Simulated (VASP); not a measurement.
A run of VASP 6.6.1:

File INCAR:

```
SYSTEM = SnClF
AGGAC = 1.0 ; AGGAX = 1.0
ALDAC = 0.0 ; ALDAX = 1.0
ALGO = Normal ; EDIFF = 1E-6
ENCUT = 520 ; GGA = B5
ISIF = 2 ; ISMEAR = 0
LASPH = .True. ; LCHARG = .True.
LELF = .True. ; LREAL = .False.
LVACPOTAV = .True. ; LVHAR = .True.
LWAVE = .False. ; NBANDS = 21
NELM = 60 ; PREC = Accurate
SIGMA = 0.01
```

File KPOINTS:

```
k-points
0
Gamma
  1 1 1
  0 0 0
```

POSCAR

```
SnClF
1.0
   12.0000000000      0.0000000000      0.0000000000
    0.0000000000     12.0000000000      0.0000000000
    0.0000000000      0.0000000000     11.0000000000
F Sn Cl
1 1 1
Cartesian
    4.7110500000      6.3880500000      4.8915499600
    6.2649500400      7.0630500000      5.8266499500
    7.3149500400      4.9789500000      6.1764499500
```

Potentials or basis: VASP PAW PBE potentials, release 64 (F, Sn_d, Cl).

Run with:

```bash
$ cat potpaw_PBE.64/F/POTCAR potpaw_PBE.64/Sn_d/POTCAR potpaw_PBE.64/Cl/POTCAR > POTCAR
$ mpirun -np 1 vasp_gam > vasp.out
```

Hardware: 1 thread of Intel(R) Xeon(R) Platinum 8559C (Emerald Rapids), on a shared host.

**Question.** Estimate the wall time of this run.

**Answer.** Wall time 4.5 min on 1 thread of Intel(R) Xeon(R) Platinum 8559C (Emerald Rapids), on a shared host, peak memory 1.1 GiB. Counts: scf iterations 29, k points 1.
